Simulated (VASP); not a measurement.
A run of VASP 6.6.1:

Contents of INCAR:

```
SYSTEM = MnS
ALGO = Fast
EDIFF = 1E-6
ENCUT = 520
GGA_COMPAT = .False.
ISIF = 2
ISMEAR = 0
LASPH = .True.
LCHARG = .False.
LMAXMIX = 4
LNONCOLLINEAR = .True.
LORBIT = 11
LORBMOM = .True.
LREAL = .False.
LSORBIT = .True.
LWAVE = .False.
MAGMOM = 0 0 5 0 0 0
NBANDS = 31
NELM = 150
PREC = Accurate
SIGMA = 0.05
```

Contents of KPOINTS:

```
k-points
0
Gamma
  6 6 6
  0 0 0
```

The input POSCAR:

```
MnS
1.0
    0.0000000000      2.6122498900      2.6122498900
    2.6122498900      0.0000000000      2.6122498900
    2.6122498900      2.6122498900      0.0000000000
Mn S
1 1
Direct
    0.0000000000      0.0000000000      0.0000000000
    0.5000000000      0.5000000000      0.5000000000
```

Potentials or basis: VASP PAW LDA potentials, release 64 (Mn_pv, S).

Launch:

```sh
$ cat potpaw_LDA.64/Mn_pv/POTCAR potpaw_LDA.64/S/POTCAR > POTCAR
$ mpirun -np 1 vasp_ncl > vasp.out
```

Hardware: 1 thread of AMD EPYC 7R13 Processor (Zen 3), with other jobs on the host.

Estimate the wall time of this run.

It took 100 s on 1 thread of AMD EPYC 7R13 Processor (Zen 3), on a shared host, peak memory 0.2 GiB. Counts: scf iterations 15, k points 36.
